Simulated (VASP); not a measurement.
PdC18, 19 atoms in the cell. The cell holds a slab with vacuum, 19 atoms: a = 7.398 Å, b = 7.398 Å, c = 13.000 Å, α = 90.00°, β = 90.00°, γ = 120.00°. The cell was built by a generator and needn't be a form met in nature.

| Property | Result |
| --- | --- |
| Program | VASP 6.6.1 |
| Task | single point |
| Functional | PBE |
| Potentials or basis | VASP PAW PBE potentials, release 64 (C, Pd) |
| Cutoff | 520 eV |
| k mesh | 2 × 2 × 1 |
| Occupations | gaussian, width 0.02 eV |
| Spin | no spin polarisation |
| Dipole correction | no |
| Further INCAR settings | LREAL = Auto; ALGO = Normal; EDIFF = 1e-06; NBANDS = 56 |

Potentials or basis: VASP PAW PBE potentials, release 64 (C, Pd).

Launch:

```console
$ cat potpaw_PBE.64/C/POTCAR potpaw_PBE.64/Pd/POTCAR > POTCAR
$ mpirun -np 1 vasp_std > vasp.out
```

Hardware: 1 thread of Intel(R) Xeon(R) Platinum 8259CL CPU @ 2.50GHz (Skylake/Cascade Lake), with other jobs on the host.

**Question.** Estimate the wall time of this run.

**Answer.** Wall time 5 min on 1 thread of Intel(R) Xeon(R) Platinum 8259CL CPU @ 2.50GHz (Skylake/Cascade Lake), on a shared host, peak memory 0.62 GiB. Counts: scf iterations 25, k points 3.
